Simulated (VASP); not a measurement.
A convergence study with VASP on CdTe (zinc blende): one setting is varied, all else stays as given below, so the limit is that of these other settings. ε∞ is the independent-particle value.

```yaml
crystal:
  lattice:
    - [0.00000, 3.24000, 3.24000]
    - [3.24000, 0.00000, 3.24000]
    - [3.24000, 3.24000, 0.00000]
  atoms:
    - { symbol: Cd, position: [0.00000, 0.00000, 0.00000] }
    - { symbol: Te, position: [0.25000, 0.25000, 0.25000] }
```

Computed with PBEsol GGA, VASP's PBE PAW potentials (set 64) (plane waves; VASP 6.6.1). The tightest run used: 550 eV cut-off, 6×6×6 Γ-centred mesh, Gaussian smearing of 0.050 eV, potentials Cd Te.

| setting | mean ε∞ | bands |
|---|---|---|
| NBANDS = 10 | 14.37 | 10 |
| NBANDS = 11 | 15.60 | 11 |
| NBANDS = 13 | 16.50 | 13 |

Problem. These are the cheaper rows. Estimate the results at NBANDS = 137, and how far the last row shown lies from them.

Solution. 
```json
[
 {"quantity": "mean ε∞", "tightest run": "16.86", "last row shown is off by": "-0.37"}
]
```

Left out are rungs that failed or repeat a setting and relaxations that didn't move; long series are thinned to 24 rows.

The compound is CdTe in the zinc blende structure. The cell was not relaxed at this level.
